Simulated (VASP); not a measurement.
Consider the following.

```
BaS
1.0
    4.39718     0.00000     0.00000
   -2.19859     3.80807     0.00000
    0.00000     0.00000     7.73312
Ba S
2 2
Direct
  0.00000   0.00000   0.00000
  0.00000   0.00000   0.50000
  0.33333   0.66667   0.25000
  0.66667   0.33333   0.75000
```

All values below come from PBEsol GGA, VASP's PBE PAW potentials (set 64) (plane waves; VASP 6.6.1). Numerical set-up: 400 eV cut-off, 6×6×3 Γ-centred mesh, Gaussian smearing of 0.050 eV, potentials Ba_sv S.

Unless said otherwise, spin-orbit coupling is left out, though it shifts the bands of the heavy elements here.

What does the run give for the energy per atom (σ→0), band gap (on the k-mesh) with the smallest direct gap where there is one?

The band gap (on the k-mesh) is 2.17 eV and the smallest direct gap (on the k-mesh) is 2.17 eV. The energy per atom (σ→0) is -5.255 eV/atom.

Total energies compare only between runs with the same potentials, cut-off and functional.

The structure was generated: BaS was put into the NiAs type type (P6_3/mmc), which need not be its known phase. It was relaxed first, which changed the volume by -19 %. The start is the result of an earlier pass.
